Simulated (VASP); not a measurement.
A cell of CaO (rock salt) near equilibrium:

```yaml
crystal:
  lattice:
    - [0.00000, 2.40500, 2.40500]
    - [2.40500, 0.00000, 2.40500]
    - [2.40500, 2.40500, 0.00000]
  atoms:
    - { symbol: Ca, position: [0.00000, 0.00000, 0.00000] }
    - { symbol: O, position: [0.50000, 0.50000, 0.50000] }
```

Computed with r2SCAN meta-GGA, VASP's PBE PAW potentials (set 64) (plane waves; VASP).

| run | ΔE (meV/atom) | σxx | σyy | σzz | largest shear component, with its sign (GPa) | gap (eV) |
|---|---|---|---|---|---|---|
| as it is | 0.0 | -0.18 | -0.18 | -0.18 | 0.00 | 4.19 |
| after one change | 4.2 | -3.44 | -3.44 | -3.44 | 0.00 | 4.19 |
Stress is in GPa, positive when the cell is compressed; gaps are those on the k-mesh, and 0.00 means metallic.

Q: What was changed between the two runs?
(A) shear strain γ_xz = -0.5 %
(B) uniaxial strain of -4.0 % along z
(C) isotropic strain of +0.5 %
(D) isotropic strain of +1.0 %

A: D, isotropic strain of +1.0 %

The compound is CaO in the rock salt structure. The cell was not relaxed at this level.
